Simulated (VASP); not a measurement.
```
CELL_PARAMETERS angstrom
     -2.13000     2.13000     2.13000
      2.13000    -2.13000     2.13000
      2.13000     2.13000    -2.13000
ATOMIC_POSITIONS crystal
  Na 0.00000 0.00000 0.00000
```

The base run (VASP): PBE GGA, plane waves, VASP's PBE PAW potentials (set 64). Run with 400 eV cut-off, 11×11×11 Γ-centred mesh, first-order Methfessel-Paxton smearing of 0.10 eV, potentials Na_pv.

One setting is varied; ΔE counts from the base run. The base run took about 9 core-seconds. Times come from single runs on busy shared machines, so they are rough: good to a factor of about 2.

Pressures at a finite cut-off, here 400 eV, hold a Pulay part, which wasn't tested here.

```tsv
setting	cost over the base run	electronic steps	ΔE (meV/atom)	pressure (GPa)
base run	reference	9	0.0	-0.51
ISYM = 1	within a factor of 2	9	0.0	-0.51
SYMPREC = 1E-3	within a factor of 2	9	0.0	-0.51
ISYM = 0	about 8 times	9	0.0	-0.51
ISYM = -1	[?]	9	0.0	-0.51
```

Fill in the missing entries.

- ISYM = -1, cost over the base run: about 20 times

Left out are runs that failed, have no time on record or changed the cell.

The compound is Na in the bcc structure. The cell was not relaxed at this level.
